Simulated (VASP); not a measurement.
All values below come from PBE GGA with D4 dispersion, VASP's PBE PAW potentials (set 64) (plane waves; VASP).

A VASP calculation is set up with these files.

KPOINTS:
```
Automatic mesh
0
Gamma
10 10 7
0 0 0
```

INCAR:
```
# general
SYSTEM = P
PREC   = Accurate
ENCUT  = 520   # plane-wave cut-off (eV)
LREAL  = F   # projection in real space or not
LASPH  = T

# electronic loop
EDIFF  = 1E-7
NELM   = 100
ALGO   = Normal   # blocked Davidson

# smearing
ISMEAR = 1   # Methfessel-Paxton
SIGMA  = 0.1   # width (eV)

# functional
GGA    = PE   # PBE
IVDW   = 13   # D4

# ions
IBRION = 2   # conjugate gradients
NSW    = 30   # most ionic steps
ISIF   = 4
EDIFFG = -0.01   # ionic stop

# output
LWAVE  = F
LCHARG = F
```

**POSCAR**
```
P
1
    1.6739986300    -5.1398421951     0.0000000000
    1.6739986300     5.1398421951     0.0000000000
    0.0000000000     0.0000000000     4.2253989759
P
4
Direct
  0.1062508723   0.8937491277   0.9270105133
  0.3937491277   0.6062508723   0.4270105133
  0.6062508723   0.3937491277   0.5729894867
  0.8937491277   0.1062508723   0.0729894867
```

POTCAR, in this order: P (PBE.64 set). Program: vasp_std.

Output of the run:

OSZICAR:
```
       N       E                     dE             d eps       ncg     rms          rms(c)
DAV:   1     0.620735794287E+02    0.62074E+02   -0.85203E+03  3472   0.122E+03
DAV:   2    -0.174381730305E+02   -0.79512E+02   -0.77061E+02  4486   0.177E+02
DAV:   3    -0.214768501566E+02   -0.40387E+01   -0.40099E+01  4692   0.417E+01
DAV:   4    -0.215303842262E+02   -0.53534E-01   -0.53482E-01  4416   0.564E+00
DAV:   5    -0.215314535166E+02   -0.10693E-02   -0.10687E-02  4812   0.710E-01    0.994E+00
DAV:   6    -0.214450183453E+02    0.86435E-01   -0.51511E-02  4306   0.143E+00    0.588E+00
DAV:   7    -0.214076688805E+02    0.37349E-01   -0.88606E-02  4552   0.194E+00    0.242E-01
DAV:   8    -0.214076080650E+02    0.60816E-04   -0.84423E-03  4072   0.649E-01    0.131E-01
DAV:   9    -0.214076688332E+02   -0.60768E-04   -0.39486E-04  4780   0.145E-01    0.682E-02
DAV:  10    -0.214076834975E+02   -0.14664E-04   -0.51352E-05  4186   0.462E-02    0.276E-02
DAV:  11    -0.214076908611E+02   -0.73636E-05   -0.10935E-05  4390   0.285E-02    0.830E-03
DAV:  12    -0.214076912156E+02   -0.35448E-06   -0.45629E-07  4538   0.480E-03    0.238E-03
DAV:  13    -0.214076911782E+02    0.37364E-07   -0.11644E-07  3062   0.260E-03
   1 F= -.23035377E+02 E0= -.23035418E+02  d E =-.230354E+02
       N       E                     dE             d eps       ncg     rms          rms(c)
DAV:   1    -0.214146775581E+02   -0.69863E-02   -0.42239E-01  3472   0.375E+00    0.378E-01
DAV:   2    -0.214171511076E+02   -0.24735E-02   -0.27499E-02  4732   0.113E+00    0.137E-01
DAV:   3    -0.214169793558E+02    0.17175E-03   -0.42094E-04  4240   0.164E-01    0.102E-01
DAV:   4    -0.214169301308E+02    0.49225E-04   -0.40336E-04  4486   0.123E-01    0.217E-02
DAV:   5    -0.214169305959E+02   -0.46501E-06   -0.80068E-05  4056   0.605E-02    0.234E-02
DAV:   6    -0.214169315445E+02   -0.94867E-06   -0.32788E-06  4516   0.130E-02    0.104E-02
DAV:   7    -0.214169313656E+02    0.17895E-06   -0.34830E-07  4046   0.422E-03    0.718E-03
DAV:   8    -0.214169313270E+02    0.38617E-07   -0.95950E-08  2378   0.207E-03
   2 F= -.23044161E+02 E0= -.23044192E+02  d E =-.878482E-02
       N       E                     dE             d eps       ncg     rms          rms(c)
DAV:   1    -0.214177723204E+02   -0.84095E-03   -0.13685E-01  3484   0.214E+00    0.213E-01
DAV:   2    -0.214185688324E+02   -0.79651E-03   -0.88277E-03  4720   0.640E-01    0.822E-02
DAV:   3    -0.214185139926E+02    0.54840E-04   -0.13681E-04  4244   0.931E-02    0.619E-02
DAV:   4    -0.214184989165E+02    0.15076E-04   -0.13652E-04  4468   0.715E-02    0.124E-02
DAV:   5    -0.214184989187E+02   -0.21457E-08   -0.26882E-05  4066   0.351E-02    0.139E-02
DAV:   6    -0.214184994006E+02   -0.48191E-06   -0.10938E-06  4486   0.747E-03    0.602E-03
DAV:   7    -0.214184993177E+02    0.82898E-07   -0.10576E-07  2542   0.245E-03
   3 F= -.23045451E+02 E0= -.23045481E+02  d E =-.100741E-01
       N       E                     dE             d eps       ncg     rms          rms(c)
DAV:   1    -0.214211462047E+02   -0.26468E-02   -0.10568E-01  3634   0.189E+00    0.210E-01
DAV:   2    -0.214209655092E+02    0.18070E-03   -0.65003E-03  4660   0.568E-01    0.862E-02
DAV:   3    -0.214207887099E+02    0.17680E-03   -0.57658E-04  4458   0.153E-01    0.413E-02
DAV:   4    -0.214207760949E+02    0.12615E-04   -0.11335E-04  4638   0.663E-02    0.142E-02
DAV:   5    -0.214207763358E+02   -0.24091E-06   -0.53193E-06  4066   0.163E-02    0.702E-03
DAV:   6    -0.214207765112E+02   -0.17540E-06   -0.74294E-07  4582   0.602E-03    0.203E-03
DAV:   7    -0.214207764788E+02    0.32467E-07   -0.44741E-08  2324   0.150E-03
   4 F= -.23047244E+02 E0= -.23047277E+02  d E =-.179337E-02
       N       E                     dE             d eps       ncg     rms          rms(c)
DAV:   1    -0.214208661742E+02   -0.89663E-04   -0.15158E-03  3652   0.227E-01    0.247E-02
DAV:   2    -0.214208638915E+02    0.22827E-05   -0.93048E-05  4684   0.679E-02    0.105E-02
DAV:   3    -0.214208615019E+02    0.23896E-05   -0.83162E-06  4422   0.184E-02    0.500E-03
DAV:   4    -0.214208613720E+02    0.12995E-06   -0.16181E-06  4662   0.793E-03    0.169E-03
DAV:   5    -0.214208613821E+02   -0.10157E-07   -0.65403E-08  2306   0.193E-03
   5 F= -.23047270E+02 E0= -.23047302E+02  d E =-.181903E-02
       N       E                     dE             d eps       ncg     rms          rms(c)
DAV:   1    -0.214216364189E+02   -0.77505E-03   -0.42696E-02  3754   0.126E+00    0.202E-01
DAV:   2    -0.214213058828E+02    0.33054E-03   -0.26628E-03  4570   0.367E-01    0.711E-02
DAV:   3    -0.214210745773E+02    0.23131E-03   -0.35880E-04  4228   0.126E-01    0.320E-02
DAV:   4    -0.214210466461E+02    0.27931E-04   -0.14253E-04  4492   0.743E-02    0.767E-03
DAV:   5    -0.214210468202E+02   -0.17410E-06   -0.12083E-05  4288   0.247E-02    0.867E-03
DAV:   6    -0.214210469250E+02   -0.10481E-06   -0.83071E-07  4510   0.644E-03    0.330E-03
DAV:   7    -0.214210468907E+02    0.34315E-07   -0.10518E-07  2330   0.244E-03
   6 F= -.23047424E+02 E0= -.23047463E+02  d E =-.154226E-03
       N       E                     dE             d eps       ncg     rms          rms(c)
DAV:   1    -0.214211759262E+02   -0.12900E-03   -0.53693E-03  3772   0.447E-01    0.719E-02
DAV:   2    -0.214211341719E+02    0.41754E-04   -0.33441E-04  4594   0.130E-01    0.252E-02
DAV:   3    -0.214211051104E+02    0.29061E-04   -0.44817E-05  4234   0.446E-02    0.113E-02
DAV:   4    -0.214211016660E+02    0.34444E-05   -0.17914E-05  4474   0.263E-02    0.271E-03
DAV:   5    -0.214211017362E+02   -0.70210E-07   -0.15198E-06  4234   0.876E-03    0.308E-03
DAV:   6    -0.214211017533E+02   -0.17144E-07   -0.93944E-08  2354   0.229E-03
   7 F= -.23047487E+02 E0= -.23047531E+02  d E =-.217795E-03
```

### OUTCAR
```
------------------------ aborting loop because EDIFF is reached ----------------------------------------
  Edisp (eV):   -1.62639
  FORCE on cell =-STRESS in cart. coord.  units (eV):
  Direction    XX          YY          ZZ          XY          YZ          ZX
  --------------------------------------------------------------------------------------
  Total      -0.29821    -0.30283    -0.28318     0.00000     0.00000     0.00000
  in kB      -6.57105    -6.67275    -6.23977     0.00000     0.00000     0.00000
  external pressure =       -6.49 kB  Pullay stress =        0.00 kB
  volume of cell :       72.71
      direct lattice vectors                 reciprocal lattice vectors
     1.657613465 -5.165311755 -0.000000000     0.301638476 -0.096799578 -0.000000000
     1.657613465  5.165311755  0.000000000     0.301638476  0.096799578  0.000000000
     0.000000000 -0.000000000  4.246125259     0.000000000 -0.000000000  0.235508832
 POSITION                                       TOTAL-FORCE (eV/Angst)
 -----------------------------------------------------------------------------------
      1.65761      4.08663      3.92565         0.000000     -0.001827      0.000016
      1.65761      1.07868      1.80259         0.000000      0.001827      0.000016
      1.65761     -1.07868      2.44353         0.000000     -0.001827     -0.000016
      1.65761     -4.08663      0.32047         0.000000      0.001827     -0.000016
 -----------------------------------------------------------------------------------
    total drift:                               -0.000000      0.000000     -0.000000
  FREE ENERGIE OF THE ION-ELECTRON SYSTEM (eV)
  ---------------------------------------------------
  free  energy   TOTEN  =       -23.0474874804 eV

  energy  without entropy=      -23.0476194452  energy(sigma->0) =      -23.04753147

 reached required accuracy - stopping structural energy minimisation
```
(Selected blocks of OUTCAR.)

File CONTCAR:
```
P
   1.00000000000000
     1.6576134654829866   -5.1653117553085819   -0.0000000000000000
     1.6576134654829866    5.1653117553085819    0.0000000000000000
     0.0000000000000000   -0.0000000000000000    4.2461252591325112
  P
     4
Direct
     0.1044161628761242    0.8955838371238758    0.9245262835642730
     0.3955838371238757    0.6044161628761242    0.4245262835642730
     0.6044161628761242    0.3955838371238757    0.5754737164357270
     0.8955838371238758    0.1044161628761242    0.0754737164357270
```

The compound is P in the black structure. This cell is one point of a volume scan, at 1.03 of the reference volume. Symmetry was kept, so distortions that lower it aren't found.
